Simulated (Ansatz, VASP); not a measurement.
This is a calculation of Na4NO for VASP 6.6.1. Atoms were shifted at random by some hundredths of an Å from the given cell, which wasn't relaxed again for these runs. The cell comes from a database or a generator and needn't be the stable form of this composition.

INCAR

```
PREC = Accurate
ENCUT = 520
EDIFF = 1E-7
ISMEAR = -1
SIGMA = 0.05
LREAL = F
LASPH = T
NELM = 100
ALGO = Normal
ISIF = 2
LWAVE = F
LCHARG = F
GGA = PE
NBANDS = 28
```

Contents of KPOINTS:

```
regular mesh
0
Gamma
  7 7 5
```

POSCAR

```
Na4NO
1.0
    4.0146640000      0.0000000000      0.0000000000
    0.0000000000      4.0146640000      0.0000000000
    0.0000000000      0.0000000000      5.8748600000
Na O N
4 1 1
Direct
    0.5086920000     -0.0082130000      0.2577530000
    0.0188590000      0.5056520000      0.7371620000
    0.5061900000      0.0045880000      0.7339490000
   -0.0082340000      0.4884620000      0.2610130000
    0.5076830000      0.5231130000      0.4971410000
   -0.0026670000     -0.0010870000      0.0005480000
```

Potentials or basis: VASP PAW PBE potentials, release 64 (Na_pv, O, N).

Launch:

```sh
$ cat potpaw_PBE.64/Na_pv/POTCAR potpaw_PBE.64/O/POTCAR potpaw_PBE.64/N/POTCAR > POTCAR
$ mpirun -np 1 vasp_std > vasp.out
```

**Question.** Set up the same calculation for Ansatz 0.2.0. Potentials or basis there: Ansatz PAW, cutoff 420 eV.

**Answer.** As run (cutoffs and basis follow the program's own potentials, and thresholds, step limits or extra output files can differ):

File input.yaml:

```yaml
crystal:
  lattice:
    - [4.014664, 0.0, 0.0]
    - [0.0, 4.014664, 0.0]
    - [0.0, 0.0, 5.87486]
  atoms:
    - { symbol: Na, position: [0.508692, -0.008213, 0.257753] }
    - { symbol: Na, position: [0.018859, 0.505652, 0.737162] }
    - { symbol: Na, position: [0.50619, 0.004588, 0.733949] }
    - { symbol: Na, position: [-0.008234, 0.488462, 0.261013] }
    - { symbol: O, position: [0.507683, 0.523113, 0.497141] }
    - { symbol: "N", position: [-0.002667, -0.001087, 0.000548] }
hamiltonian:
  xc: pbe
  pseudopotentials: { kind: paw }
kpoints:
  mp_grid: { grid: [7, 7, 5] }
scf:
  occupations: { method: fermi_dirac, width: 0.05 }
output:
  forces: true
  stress: true
  eigenvalues: true
```

Potentials or basis: Ansatz PAW.

Launch:

```bash
$ ansatz run input.yaml --threads 2 --pin off --max-ram 5120MiB --backend cpu --events-out ev --progress --plain --runs-dir out
```

Both were run:

|  | VASP | Ansatz |
| --- | --- | --- |
| Pressure | -0.2 GPa | -0.2 GPa |
| Largest force | 0.341 eV/Å | 0.333 eV/Å |

Ansatz's pressure holds a Pulay term of +0.23 GPa for its cutoff of 420 eV, which the other run lacks.

The potentials hold 39 and 47 valence electrons a cell.

Where Ansatz's input types no cutoff or centring, it takes its own default and a Γ-centred mesh.

Pressure is positive in compression.
